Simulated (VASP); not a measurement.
An input for Ansatz (written as the equivalent of a VASP run, and not itself run):

Ansatz 0.2 input:
```yaml
crystal:
  lattice:
    - [-1.9153590, 1.9153590, 3.4425470]
    - [1.9153590, -1.9153590, 3.4425470]
    - [1.9153590, 1.9153590, -3.4425470]
  atoms:
    - { symbol: Ba, position: [0.0000000, 0.0000000, 0.0000000] }
    - { symbol: O, position: [0.3916600, 0.3916600, 0.0000000] }
    - { symbol: O, position: [0.6083400, 0.6083400, 0.0000000] }
kpoints:
  mp_grid: { grid: [12, 12, 12] }
hamiltonian:
  xc: lda
  pseudopotentials: { kind: paw }
scf:
  occupations: { method: fermi_dirac, width: 0.02 }
  max_iter: 100
output: { forces: true, stress: true, eigenvalues: true }
```

Translate this input to VASP (INCAR, KPOINTS, POSCAR, choice of POTCAR).

Several could match; the one computed here: 
**POSCAR**
```
BaO2
1
   -1.9153590000     1.9153590000     3.4425470000
    1.9153590000    -1.9153590000     3.4425470000
    1.9153590000     1.9153590000    -3.4425470000
Ba O
1 2
Direct
  0.0000000000   0.0000000000   0.0000000000
  0.3916600000   0.3916600000   0.0000000000
  0.6083400000   0.6083400000   0.0000000000
```

### KPOINTS
```
Automatic
0
Gamma
 12 12 12
```

INCAR:
```
SYSTEM=BaO2
PREC=Accurate; ENCUT=400; LREAL=.False.
LASPH=.True.
EDIFF=1E-6; NELM=100; ALGO=Normal
LMAXMIX=4
ISMEAR=-1; SIGMA=0.02
ISIF=2
LWAVE=.False.; LCHARG=.False.
```

POTCAR, in this order: Ba_sv O (LDA.64 set). Program: vasp_std.

What does not carry over: each code has its own PAW files, so the cut-off isn't converted (ENCUT is set for VASP's; basis.ecutwfc is left out, and Ansatz then takes the one that its files recommend); Ansatz stops its SCF on the density residual and VASP on the energy change (EDIFF); Ansatz's lda is the Perdew-Wang form, while the LDA potentials of VASP carry Perdew-Zunger's.

The structure comes from a computed database's BaO2 entry; how it stands against other phases isn't given here. The cell was not relaxed at this level. The run is one of a series of settings (GGA removed, POTCAR Ba_sv O (LDA.64 set) against the base run), some of them coarse on purpose.
